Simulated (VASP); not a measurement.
```yaml
crystal:
  lattice:
    - [4.69682, 0.00000, 0.00000]
    - [0.00000, 4.69682, 0.00000]
    - [0.00000, 0.00000, 4.69682]
  atoms:
    - { symbol: Ge, position: [0.00000, 0.00000, 0.00000] }
    - { symbol: Ge, position: [0.50000, 0.50000, 0.50000] }
    - { symbol: V, position: [0.25000, 0.00000, 0.50000], spin: 0.1 }
    - { symbol: V, position: [0.50000, 0.75000, 0.00000], spin: 0.1 }
    - { symbol: V, position: [0.75000, 0.00000, 0.50000], spin: 0.1 }
    - { symbol: V, position: [0.50000, 0.25000, 0.00000], spin: 0.1 }
    - { symbol: V, position: [0.00000, 0.50000, 0.75000], spin: 0.1 }
    - { symbol: V, position: [0.00000, 0.50000, 0.25000], spin: 0.1 }
```

Calculation: PBEsol GGA, VASP's PBE PAW potentials (set 64) (plane waves; VASP 6.6.1). Numerical set-up: 400 eV cut-off, Gaussian smearing of 0.050 eV, potentials Ge_d V_sv.

### Question
Give the spin-up energies of bands 46 to 59 at the high-symmetry points, in eV from the Fermi level.

### Answer

```
band      Γ      X      M      R
----  -----  -----  -----  -----
46    -2.06  -1.71  -1.63  -1.25
47    -2.06  -1.07  -1.55  -1.25
48    -1.94  -1.07  -0.88  -1.25
49    -1.09  -0.84  -0.12  -0.02
50    -0.58  -0.84  -0.04  -0.02
51    -0.58  -0.75  -0.04  -0.02
52    -0.58  -0.75   0.29  -0.02
53    -0.12  -0.52   0.29  -0.02
54    -0.12  -0.52   0.41  -0.02
55     1.87   1.18   0.41   0.02
56     1.87   1.18   0.48   0.02
57     1.87   1.76   0.66   0.02
58     2.57   1.76   0.92   0.02
59     2.57   2.10   0.93   1.97
```

### Question
Give the spin-down energies of bands 46 to 59 at the high-symmetry points, in eV from the Fermi level.

### Answer

| band | Γ | X | M | R |
|---|---|---|---|---|
| 46 | -1.94 | -1.56 | -1.49 | -1.10 |
| 47 | -1.94 | -0.95 | -1.40 | -1.10 |
| 48 | -1.80 | -0.95 | -0.72 | -1.10 |
| 49 | -0.95 | -0.70 | -0.01 | 0.13 |
| 50 | -0.45 | -0.70 | 0.09 | 0.13 |
| 51 | -0.45 | -0.61 | 0.09 | 0.13 |
| 52 | -0.45 | -0.61 | 0.43 | 0.13 |
| 53 | 0.05 | -0.36 | 0.43 | 0.13 |
| 54 | 0.05 | -0.36 | 0.56 | 0.13 |
| 55 | 2.04 | 1.34 | 0.56 | 0.14 |
| 56 | 2.04 | 1.34 | 0.66 | 0.14 |
| 57 | 2.04 | 1.93 | 0.80 | 0.14 |
| 58 | 2.73 | 1.93 | 1.05 | 0.14 |
| 59 | 2.73 | 2.25 | 1.08 | 2.12 |

It has no gap at this level: it comes out as a metal or semimetal.

The structure comes from a measured V3Ge entry (Pm-3n) of the Crystallography Open Database, whose conditions weren't checked. It was relaxed first.
